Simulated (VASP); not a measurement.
Method: PBE GGA with D3 dispersion (Becke-Johnson damping), VASP's PBE PAW potentials (set 64) (plane waves; VASP 6.6.1).

Input for VASP

**POSCAR**
```
AgCl
1
    0.0000000000     2.7750000000     2.7750000000
    2.7750000000     0.0000000000     2.7750000000
    2.7750000000     2.7750000000     0.0000000000
Ag Cl
1 1
Direct
  0.0000000000   0.0000000000   0.0000000000
  0.5000000000   0.5000000000   0.5000000000
```

### KPOINTS
```
Automatic mesh
0
gamma
  8 8 8
0 0 0
```

**INCAR**
```
ALGO = Normal
EDIFF = 1E-6
EDIFFG = -0.01
ENCUT = 520
GGA = PE
IBRION = 2
ISIF = 3
ISMEAR = 0
IVDW = 12
LASPH = .TRUE.
LCHARG = .FALSE.
LMAXMIX = 4
LREAL = .FALSE.
LWAVE = .FALSE.
NELM = 100
NSW = 60
PREC = Accurate
SIGMA = 0.05
SYSTEM = AgCl
```

POTCAR, in this order: Ag Cl (PBE.64 set). Program: vasp_std.

The resulting files:

**OSZICAR**
```
       N       E                     dE             d eps       ncg     rms          rms(c)
DAV:   1     0.104020729003E+03    0.10402E+03   -0.89582E+03   778   0.126E+03
DAV:   2    -0.125056295458E+01   -0.10527E+03   -0.99230E+02   879   0.255E+02
DAV:   3    -0.554330616447E+01   -0.42927E+01   -0.42793E+01   874   0.557E+01
DAV:   4    -0.557836610972E+01   -0.35060E-01   -0.35056E-01   854   0.556E+00
DAV:   5    -0.557888164776E+01   -0.51554E-03   -0.51553E-03   864   0.684E-01    0.638E+00
DAV:   6    -0.539951986862E+01    0.17936E+00   -0.32969E-01   825   0.791E+00    0.417E+00
DAV:   7    -0.539575558982E+01    0.37643E-02   -0.10358E-01   764   0.259E+00    0.201E+00
DAV:   8    -0.539508421301E+01    0.67138E-03   -0.54601E-03   809   0.930E-01    0.300E-01
DAV:   9    -0.539514339375E+01   -0.59181E-04   -0.70260E-04   839   0.387E-01    0.417E-02
DAV:  10    -0.539520611747E+01   -0.62724E-04   -0.95466E-05   779   0.100E-01    0.252E-02
DAV:  11    -0.539521328551E+01   -0.71680E-05   -0.73990E-06   814   0.246E-02    0.379E-03
DAV:  12    -0.539521333405E+01   -0.48542E-07   -0.31413E-07   522   0.788E-03
   1 F= -.60566931E+01 E0= -.60566931E+01  d E =-.605669E+01
       N       E                     dE             d eps       ncg     rms          rms(c)
DAV:   1    -0.547292423247E+01   -0.77711E-01   -0.16443E+00   754   0.142E+01    0.204E+00
DAV:   2    -0.538949269079E+01    0.83432E-01   -0.24097E-01   754   0.587E+00    0.610E-01
DAV:   3    -0.538415172525E+01    0.53410E-02   -0.16802E-02   764   0.105E+00    0.425E-01
DAV:   4    -0.538383180768E+01    0.31992E-03   -0.59688E-04   819   0.228E-01    0.149E-01
DAV:   5    -0.538382173407E+01    0.10074E-04   -0.10531E-04   874   0.161E-01    0.263E-02
DAV:   6    -0.538382488134E+01   -0.31473E-05   -0.32780E-05   784   0.699E-02    0.104E-02
DAV:   7    -0.538382380498E+01    0.10764E-05   -0.14468E-06   447   0.112E-02    0.337E-03
DAV:   8    -0.538382413310E+01   -0.32812E-06   -0.17742E-07   377   0.458E-03
   2 F= -.60604426E+01 E0= -.60604426E+01  d E =-.374955E-02
       N       E                     dE             d eps       ncg     rms          rms(c)
DAV:   1    -0.538318546022E+01    0.63834E-03   -0.12800E-02   754   0.126E+00    0.180E-01
DAV:   2    -0.538253855872E+01    0.64690E-03   -0.17792E-03   754   0.521E-01    0.566E-02
DAV:   3    -0.538249616298E+01    0.42396E-04   -0.14098E-04   769   0.100E-01    0.400E-02
DAV:   4    -0.538249664186E+01   -0.47888E-06   -0.52487E-06   814   0.238E-02
   3 F= -.60604680E+01 E0= -.60604680E+01  d E =-.377494E-02
```

File OUTCAR:
```
------------------------ aborting loop because EDIFF is reached ----------------------------------------
 Edisp (eV)   -0.67797
  FORCE on cell =-STRESS in cart. coord.  units (eV):
  Direction    XX          YY          ZZ          XY          YZ          ZX
  --------------------------------------------------------------------------------------
  Total      -0.00751    -0.00751    -0.00751     0.00000     0.00000    -0.00000
  in kB      -0.28830    -0.28830    -0.28830     0.00000     0.00000    -0.00000
  external pressure =       -0.29 kB  Pullay stress =        0.00 kB
  volume of cell :       41.72
      direct lattice vectors                 reciprocal lattice vectors
     0.000000000  2.752710300  2.752710300    -0.181639165  0.181639165  0.181639165
     2.752710300 -0.000000000  2.752710300     0.181639165 -0.181639165  0.181639165
     2.752710300  2.752710300 -0.000000000     0.181639165  0.181639165 -0.181639165
  FREE ENERGIE OF THE ION-ELECTRON SYSTEM (eV)
  ---------------------------------------------------
  free  energy   TOTEN  =        -6.0604680186 eV

  energy  without entropy=       -6.0604680186  energy(sigma->0) =       -6.06046802

 reached required accuracy - stopping structural energy minimisation
```
(Selected blocks of OUTCAR.)

CONTCAR:
```
AgCl
   1.00000000000000
     0.0000000000000000    2.7527103000675406    2.7527103000675406
     2.7527103000675406   -0.0000000000000000    2.7527103000675406
     2.7527103000675406    2.7527103000675406   -0.0000000000000000
  Ag              Cl
     1     1
Direct
     0.0000000000000000    0.0000000000000000    0.0000000000000000
     0.5000000000000000    0.5000000000000000    0.5000000000000000
```

Energy and stress use the plane-wave basis of the starting cell.

The compound is AgCl in the rock salt structure. This run relaxes it. Symmetry was kept, so distortions that lower it aren't found.
